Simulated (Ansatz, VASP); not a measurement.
This is a calculation of Ag3F for VASP 6.6.1. The cell comes from a database or a generator and needn't be the stable form of this composition.

File INCAR:

```
SYSTEM = Ag3F
PREC = Accurate
ENCUT = 600
EDIFF = 1E-7
ISMEAR = -1
SIGMA = 0.05
LREAL = .FALSE.
LASPH = .TRUE.
NELM = 100
ALGO = Normal
ISIF = 3
LWAVE = .FALSE.
LCHARG = .FALSE.
GGA = B5
ALDAX = 1.0
AGGAX = 1.0
AGGAC = 1.0
ALDAC = 0.0
IBRION = 2
NSW = 60
EDIFFG = -0.02
```

File KPOINTS:

```
Automatic mesh
0
G
  5 5 5
  0 0 0
```

File POSCAR:

```
Ag3F
1.0
    0.0000000000      3.2160900000      3.2160900000
    3.2160900000      0.0000000000      3.2160900000
    3.2160900000      3.2160900000      0.0000000000
Ag F
3 1
Direct
    0.2500000000      0.2500000000      0.2500000000
    0.7500000000      0.7500000000      0.7500000000
    0.5000000000      0.5000000000      0.5000000000
    0.0000000000      0.0000000000      0.0000000000
```

Potentials or basis: VASP PAW PBE potentials, release 64 (Ag, F).

Launch:

```sh
$ cat potpaw_PBE.64/Ag/POTCAR potpaw_PBE.64/F/POTCAR > POTCAR
$ mpirun -np 1 vasp_std > vasp.out
```

Problem. Set up the same calculation for Ansatz 0.2.0. Potentials or basis there: Ansatz PAW, cutoff 420 eV.

Solution. As run (cutoffs and basis follow the program's own potentials, and thresholds, step limits or extra output files can differ):

The input input.yaml:

```yaml
crystal:
  lattice:
    - [0.0, 3.21609, 3.21609]
    - [3.21609, 0.0, 3.21609]
    - [3.21609, 3.21609, 0.0]
  atoms:
    - { symbol: Ag, position: [0.25, 0.25, 0.25] }
    - { symbol: Ag, position: [0.75, 0.75, 0.75] }
    - { symbol: Ag, position: [0.5, 0.5, 0.5] }
    - { symbol: F, position: [0.0, 0.0, 0.0] }
hamiltonian:
  xc: blyp
  pseudopotentials: { kind: paw }
kpoints:
  mp_grid: { grid: [5, 5, 5] }
scf:
  occupations: { method: fermi_dirac, width: 0.05 }
output:
  forces: true
  stress: true
  eigenvalues: true
relax:
  f_tol: 0.01
  max_steps: 40
  cell: { stress_tol: 0.05 }
```

Potentials or basis: Ansatz PAW.

Command:

```sh
$ ansatz run input.yaml --threads 2 --pin off --max-ram 5632MiB --backend cpu --events-out ev --progress --plain --runs-dir out
```

Both were run:

|  | VASP | Ansatz |
| --- | --- | --- |
| Relaxed volume | 17.79 Å³/atom | 17.79 Å³/atom |
| Relaxed cell | a = 4.651 Å, b = 4.651 Å, c = 4.651 Å, α = 60.00°, β = 60.00°, γ = 60.00° | a = 4.651 Å, b = 4.651 Å, c = 4.651 Å, α = 60.00°, β = 60.00°, γ = 60.00° |
| Space group after relaxing | Fm-3m (No. 225) | Fm-3m (No. 225) |
| Pressure after relaxing | 0.0 GPa | 0.0 GPa |

Ansatz's pressure holds a Pulay term of +0.24 GPa for its cutoff of 420 eV, which the other run lacks.

The potentials hold 40 and 64 valence electrons a cell.

VASP's potentials were made for PBE. Ansatz's potentials were made for PBE.

Where Ansatz's input types no cutoff or centring, it takes its own default and a Γ-centred mesh.

Pressure is positive in compression.
